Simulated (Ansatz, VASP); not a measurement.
**Cross-check of Al35Ga13N48 (Ga_Al2) between VASP and Ansatz**

One calculation is typed for both programs; each brings its own data sets. How far apart do they land? Of the first pair: The cell is taken from a series of runs on this material, whose earlier steps may have relaxed, scaled, displaced or heated it; both programs get it as it stands.

Program: Ansatz 0.2.0. Level of theory: plane waves, with VASP 6.6.1 beside it; single point at PBEsol. Results are calculated unless marked as measured.

### Step 1. The structure

The cell holds 96 atoms: 35 Al, 13 Ga and 48 N. Cell: a = 10.087 Å, b = 9.390 Å, c = 10.836 Å, α = 90.0°, β = 90.0°, γ = 90.0°. It derives from Al3GaN4 (Al3GaN4 (Pm)). Nearest the centre at fractional (0.501, 0.667, 0.666): Ga47 at 0.01 Å, N86 at 1.94 Å, N93 at 1.94 Å, N94 at 1.94 Å, N72 at 1.96 Å, Al28 at 3.10 Å, Ga48 at 3.11 Å, Al34 at 3.11 Å.

### Step 2. VASP: single point, PBEsol, pair 1

With cell and atoms fixed, the geometry can't cause a difference; cores, projectors, grids and the points listed under the comparison can.

Lines of VASP's logs that name or quote its potential files are left out, and so is its time.

File INCAR:

```
SYSTEM = Al35Ga13N48
PREC = Accurate
ENCUT = 520
EDIFF = 1E-06
NELM = 120
ISMEAR = -1
SIGMA = 0.01
LREAL = Auto
ALGO = Normal
GGA = PS
NBANDS = 328
LORBIT = 11
LWAVE = .FALSE.
LCHARG = .FALSE.
ISIF = 2
ISYM = 0
LASPH = .TRUE.
GGA_COMPAT = .FALSE.
EFERMI = MIDGAP
KPAR = 4
```

File POSCAR:

```
Al35Ga13N48
1.0
   10.0869203595      0.0000000000      0.0002527838
    0.0000000000      9.3901567821      0.0000000000
   -0.0064481587      0.0000000000     10.8360190400
Al Ga N
35 13 48
Direct
    0.2498156968      0.1672750630      0.0839553765
    0.0005776905      0.1671027345      0.4178930638
[... 7 atom lines left out ...]
    0.2486487422      0.4998209640      0.5835791724
[... 5 atom lines left out ...]
    0.2488210249      0.8347930966      0.5835861175
[... 7 atom lines left out ...]
    0.5003524204      0.0010954234      0.6664046541
[... 1 atom line left out ...]
    0.5003878400      0.4999072131      0.4171323813
[... 1 atom line left out ...]
    0.7508049193      0.5004439057      0.5836902024
    0.5003383885      0.4998330003      0.9187304082
    0.5003063894      0.3330501652      0.6663898649
[... 1 atom line left out ...]
    0.5004221523      0.8341330178      0.4171331941
[... 1 atom line left out ...]
    0.7508447717      0.8343985101      0.5837236017
    0.5004311710      0.8343991894      0.9187645597
[... 1 atom line left out ...]
    0.2494012771      0.0005877899      0.8331996694
[... 1 atom line left out ...]
    0.2493366311      0.3339519911      0.8331909218
    0.2494877313      0.6672533920      0.3331677488
    0.2482477948      0.6673040372      0.8340867903
[... 1 atom line left out ...]
    0.7493893955      0.0006870468      0.8331057390
[... 1 atom line left out ...]
    0.7492969375      0.3339650683      0.8331112472
    0.7493916836      0.6672679938      0.3330840418
    0.4995902076      0.6670562317      0.6662643223
    0.7503292987      0.6674370794      0.8334404128
[... 7 atom lines left out ...]
    0.3113928710      0.0003260390      0.6636591948
[... 2 atom lines left out ...]
    0.3123657645      0.5001720576      0.4205131061
[... 2 atom lines left out ...]
    0.0601331201      0.5000335156      0.5838671436
    0.3123012296      0.5002196589      0.9205117591
    0.3113574319      0.3337514050      0.6636852304
[... 2 atom lines left out ...]
    0.3123931915      0.8335766845      0.4205030414
[... 2 atom lines left out ...]
    0.0602448270      0.8339915294      0.5839009948
    0.3124089855      0.8335326175      0.9205160744
    0.3060509021      0.6669300504      0.6638638054
    0.5556652317      0.0006226048      0.3333338589
[... 3 atom lines left out ...]
    0.5554608771      0.0002709873      0.8336369726
    0.5610527412      0.1669596113      0.5840367524
[... 1 atom line left out ...]
    0.8117979902      0.0006818592      0.6637768307
    0.5556155875      0.3332159135      0.3333037477
    0.5609951112      0.5000865753      0.0845372644
    0.8127195218      0.5001834515      0.4200540792
[... 1 atom line left out ...]
    0.5553998716      0.3336844415      0.8336665782
    0.5624630603      0.4966039476      0.5821500001
    0.8124898742      0.4998779698      0.9206436480
    0.8116755833      0.3334711366      0.6637828856
    0.5554766533      0.6669066625      0.3337285618
[... 1 atom line left out ...]
    0.8127625809      0.8335701746      0.4200621233
[... 1 atom line left out ...]
    0.5570400075      0.6669739607      0.8373547501
    0.5624835922      0.8372626197      0.5821797716
    0.8126170293      0.8339744015      0.9206598306
    0.8113986220      0.6670993694      0.6636641579
```

File KPOINTS:

```
Points of the shifted mesh
8
Reciprocal
 0.2500000000  0.2500000000  0.2500000000 1
 0.2500000000  0.2500000000  0.7500000000 1
 0.2500000000  0.7500000000  0.2500000000 1
 0.2500000000  0.7500000000  0.7500000000 1
 0.7500000000  0.2500000000  0.2500000000 1
 0.7500000000  0.2500000000  0.7500000000 1
 0.7500000000  0.7500000000  0.2500000000 1
 0.7500000000  0.7500000000  0.7500000000 1
```

The projector-augmented-wave data sets are Al, Ga_d and N (PBE family, release 64).

Run with:

```bash
$ mpirun -np 8 vasp_std
```

Numbers of over 12 decimals in the logs are rounded to 6 here.

Log:

```text
[banner, memory and clock lines left out]
running    8 mpi-ranks, on    1 nodes
[...]
|                                                                             |
|           W    W    AA    RRRRR   N    N  II  N    N   GGGG   !!!           |
|           W    W   A  A   R    R  NN   N  II  NN   N  G    G  !!!           |
|           W    W  A    A  R    R  N N  N  II  N N  N  G       !!!           |
|           W WW W  AAAAAA  RRRRR   N  N N  II  N  N N  G  GGG   !            |
|           WW  WW  A    A  R   R   N   NN  II  N   NN  G    G                |
|           W    W  A    A  R    R  N    N  II  N    N   GGGG   !!!           |
|                                                                             |
|     For optimal performance we recommend to set                             |
|       NCORE = 2 up to number-of-cores-per-socket                            |
|     NCORE specifies how many cores store one orbital (NPAR=cpu/NCORE).      |
|     This setting can greatly improve the performance of VASP for DFT.       |
[...]
|                                                                             |
|     You enforced a specific xc type in the INCAR file but a different       |
|     [... a line on the potential file left out ...]
|     I HOPE YOU KNOW WHAT YOU ARE DOING!                                     |
|                                                                             |

 LDA part: xc-table for (Slater+PW92), standard interpolation
 POSCAR, INCAR and KPOINTS ok, starting setup
[...]
entering main loop
       N       E                     dE             d eps       ncg     rms          rms(c)
DAV:   1     0.747097168753E+04    0.74710E+04   -0.18603E+05  5248   0.202E+03
DAV:   2     0.143407310551E+04   -0.60369E+04   -0.56334E+04  5352   0.596E+02
DAV:   3    -0.571852029317E+03   -0.20059E+04   -0.18486E+04  7392   0.251E+02
DAV:   4    -0.810238981541E+03   -0.23839E+03   -0.23526E+03  7488   0.930E+01
[...]
DAV:  16    -0.718307882598E+03   -0.27505E-05   -0.71739E-05  6784   0.449E-02    0.702E-03
DAV:  17    -0.718307885723E+03   -0.31248E-05   -0.40274E-05  6920   0.226E-02    0.516E-03
DAV:  18    -0.718307886178E+03   -0.45516E-06   -0.60411E-06  4536   0.149E-02
   1 F= -.71830789E+03 E0= -.71830789E+03  d E =0.000000E+00
```

Parts of OUTCAR (step 2):

```text
  FREE ENERGIE OF THE ION-ELECTRON SYSTEM (eV)
  ---------------------------------------------------
  free  energy   TOTEN  =      -718.3078861782 eV

  energy  without entropy=     -718.3078861782  energy(sigma->0) =     -718.30788618
```

The run ends at a pressure of 0.28 GPa, with forces up to 0.12 eV/Å.

### Step 3. Ansatz: single point, PBEsol, pair 1

Ansatz runs on its default PAW (the set named soft_2) files.

The same cell, functional, mesh and smearing now go to Ansatz.

File input.yaml:

```yaml
crystal:
  checkpoint: "../qp1_M1.relax.run"
  host: checkpoint
basis:
  ecutwfc: 420
  xc_grid: 2
hamiltonian:
  xc: pbesol
kpoints:
  mp_grid: { grid: [2, 2, 2], shift: [0.5, 0.5, 0.5] }
scf:
  occupations: { method: fermi_dirac, width: 0.01 }
  max_iter: 100
output:
  forces: true
  eigenvalues: true
  charged_corrections: { defect_position: [0.500544, 0.666667, 0.665846] }
checkpoint:
  read: "../qp1_M1.relax.run"
  write: "../qp1_M1.point_neutral.run"
  compress: false
  write_wavefunctions: false
  write_every: 100000
```

Run with:

```bash
$ ansatz run input.yaml --threads 4 --pin off --max-ram 7536MiB --backend cpu --events-out ev --progress --plain --runs-dir out
```

Log:

```text
Warning: checkpoint.read: spin treatment differs: saved collinear, current unpolarized; the saved charge density seeds this run and the saved magnetisation is not carried: this deck is unpolarised; the saved density holds an absolute magnetisation of 1.1e0 μB; saved orbitals and DFT+U occupations are not carried; the saved PAW projector densities are carried summed over spin
checkpoint.read: the saved state was converged at a total charge of 1 e, and this run's is 0 e: a saved density that it takes is scaled to its electron count
crystal.checkpoint: the structure is that of <dir>, a `relax` run, at its step 7: its result, under pbesol at a charge of 1 e; 96 atoms read, 0 with a starting moment; this deck's charge is 0 e; crystal.structure_sha256 for this input is
Engine: ansatz 0.2.0, aarch64-unknown-linux-gnu
Pseudopotentials: kind: paw
Pseudopotential: Al, paw, valence charge 3, recommended cutoff 420 eV (normal), Al.paw.azcp
Pseudopotential: Ga, paw, valence charge 13, recommended cutoff 420 eV (normal), Ga.paw.azcp
Pseudopotential: N, paw, valence charge 5, recommended cutoff 420 eV (normal), N.paw.azcp
Functional definition: PBEsol
  exchange = pbesol_x
  correlation = pbesol_c
Crystal: 96 atoms, lattice volume = 1026.364 Å³
Basis set: ecut = 420 eV, 20007 PW (Γ), exchange–correlation on 144×128×150 points (8 copies of the dense FFT grid, shifted against one another)
Bands: 353, of which v1, the nominal top of the filled ones, is band 257 counted from 1 (256 counted from 0)
Symmetry: 1 space group operations
Space group: P1 (ITA 1), of the structure as read, at distance tolerance 1.0e-4 Å
k-points: 4 of 8 (time reversal used)
Non-local potential: Al, projectors of the file, l = 0: 2, l = 1: 2, l = 2: 1
Non-local potential: Ga, projectors of the file, l = 0: 2, l = 1: 2, l = 2: 3, l = 3: 1
Non-local potential: N, projectors of the file, l = 0: 2, l = 1: 2, l = 2: 1
PAW form: soft (Blöchl's): semilocal exchange-correlation on the pseudo side does not see the compensation charge
PAW frozen core: Al, regenerated for the run's functional, and the local potential with it (the file was generated under x = pbe(κ = 0.804, μ = 0.219515), c = pbe(β = 0.066725))
PAW frozen core: Ga, regenerated for the run's functional, and the local potential with it (the file was generated under x = pbe(κ = 0.804, μ = 0.219515), c = pbe(β = 0.066725))
PAW frozen core: N, regenerated for the run's functional, and the local potential with it (the file was generated under x = pbe(κ = 0.804, μ = 0.219515), c = pbe(β = 0.066725))
PAW one-centre angular grid: Al, 110 points (default); XC on 64 Gauss nodes
PAW one-centre angular grid: Ga, 590 points (default); XC on 64 Gauss nodes
PAW one-centre angular grid: N, 110 points (default); XC on 64 Gauss nodes
Initial density: read from a saved state, or passed on in memory by an earlier SCF of this step, an earlier step, the calling program or the single point that the run made first
Initial wavefunctions: pseudopotential atomic-orbital guess
Functional: x = pbesol(κ = 0.804, μ = 0.123457), c = pbesol(β = 0.046)
iter 1 solved again at ethr=4.49e-5 eV; its pass at ethr=3.10e-3 eV (dr2=2.31e-1 eV) is discarded
SCF iter   1: F=—  HF=-85305.249237 eV  |F-HF|=—  |Δ(HF+E_count)|=         —  Δρ=5.26e-3  dr2=2.34e-1  ethr=4.49e-5  ⟨swp⟩=5.0  Hψ=8250  notcnv=0
preconditioner: auto → Resta (q_TF=auto, 2.431 Å⁻¹)  ε∞=4.2  [insulator: Δε(μ)=4.350 eV  Ē_g=14.627 eV  σ=0.010 eV  W_gap=1.00  n_scr=252 (ndim 8)  ℏωp=26.3 eV  f_vac=0.000  D(μ)=0.00/eV (n_scr^D=0)  ε∞_Penn≈4.2]
SCF iter   2: F=—  HF=-85305.169807 eV  |F-HF|=—  |Δ(HF+E_count)|=   7.94e-2  Δρ=1.58e-3  dr2=3.25e-2  ethr=4.49e-5  ⟨swp⟩=2.5  Hψ=2770  notcnv=0
SCF iter   3: F=—  HF=-85305.154754 eV  |F-HF|=—  |Δ(HF+E_count)|=   1.51e-2  Δρ=7.39e-4  dr2=7.71e-3  ethr=6.33e-6  ⟨swp⟩=3.2  Hψ=2918  notcnv=0
SCF iter   4: F=—  HF=-85305.152735 eV  |F-HF|=—  |Δ(HF+E_count)|=   2.02e-3  Δρ=2.47e-4  dr2=4.76e-4  ethr=1.50e-6  ⟨swp⟩=2.0  Hψ=2789  notcnv=0
SCF iter   5: F=—  HF=-85305.153049 eV  |F-HF|=—  |Δ(HF+E_count)|=   3.14e-4  Δρ=4.39e-5  dr2=2.15e-5  ethr=9.26e-8  ⟨swp⟩=2.0  Hψ=2412  notcnv=0
SCF iter   6: F=—  HF=-85305.150398 eV  |F-HF|=—  |Δ(HF+E_count)|=   2.65e-3  Δρ=1.13e-5  dr2=2.27e-6  ethr=4.19e-9  ⟨swp⟩=2.0  Hψ=2440  notcnv=0
SCF iter   7: F=—  HF=-85305.150398 eV  |F-HF|=—  |Δ(HF+E_count)|=   4.26e-8  Δρ=3.29e-6  dr2=1.84e-7  ethr=4.41e-10  ⟨swp⟩=2.0  Hψ=2201  notcnv=0
SCF iter   8: F=-85305.150398 eV  HF=-85305.150398 eV  |F-HF|=5.25e-8  |Δ(HF+E_count)|=   3.73e-8  Δρ=1.70e-6  dr2=2.07e-8  ethr=1.95e-11  ⟨swp⟩=6.0  Hψ=4694  notcnv=0
SCF 1 converged in 8 iterations: F = -85305.150398 eV  dr2 = 2.07e-8
  greatest PAW one-centre occupation: 0.996 electrons in one spin orbital (limit 2), on the Ga atom at site 91 (counted from 0), in its partial waves of l = 2
[...]
k-point 2: bands = [... 253 lower, 7.3959, 7.4271, 7.5944, 7.6099, 11.9842, 12.4509, 12.7592, 12.8979, ... 92 higher]
  k-point 3: bands = [... 253 lower, 7.3956, 7.4510, 7.5565, 7.6268, 11.9963, 12.6022, 12.6211, 12.8262, ... 92 higher]
```

In the SCF lines HF is the Harris–Foulkes energy and dr2 the Hartree energy of the density residual, in eV; the loop may stop once dr2 is under the threshold and the program's other checks hold. Hψ counts applications of the Hamiltonian.

### Step 4. Comparison

Known differences besides the potentials themselves: the cutoff is 420 eV in Ansatz and 520 eV in VASP (PREC = Accurate, projectors in real space); Ansatz makes its cores anew for this functional, VASP keeps those of its PBE data sets. Total energies have different zeros and are not compared.

Both answers:

```csv
quantity,Ansatz,VASP,difference
gap on the k mesh (eV),4.356,4.370,-0.014
```

Forces on 10 of the 96 atoms, those with the largest forces and the largest differences (eV/Å; atoms numbered as in POSCAR):

```csv
atom,"Ansatz x, y, z","VASP x, y, z"
Ga36,"0.040, -0.052, 0.084","0.042, -0.050, 0.087"
Ga40,"0.036, -0.045, 0.083","0.041, -0.045, 0.086"
Ga42,"0.051, -0.058, 0.088","0.054, -0.057, 0.090"
Ga43,"0.051, -0.049, 0.078","0.054, -0.048, 0.080"
Ga44,"0.054, -0.046, 0.083","0.057, -0.045, 0.086"
Ga46,"0.050, -0.042, 0.084","0.056, -0.042, 0.087"
Ga48,"0.034, -0.067, 0.085","0.035, -0.066, 0.088"
N83,"-0.007, 0.050, -0.027","-0.015, 0.050, -0.038"
N91,"-0.009, 0.055, -0.028","-0.017, 0.055, -0.039"
N95,"-0.005, 0.056, 0.003","-0.013, 0.055, -0.008"
```

The forces differ by 4.2 meV/Å r.m.s., which is 11.9 % of the r.m.s. force of 0.035 eV/Å (both taken over all components). A gap on the mesh is an upper bound, since the band edges may lie between its points.

(Continued in part 2 of 2.)

[Lines on the potential files, build, host, timing and source positions are cut from VASP's logs without a mark.]

[Logs are printed without paths, hosts, clocks, repeated set-up lines and the standing remarks that a program may print on its own settings, such as how far it seeks lower states.]

[Hosts, paths, dates, database ids (printed as entryN), source tags and the programs' standing remarks are cut or masked in the printed files.]
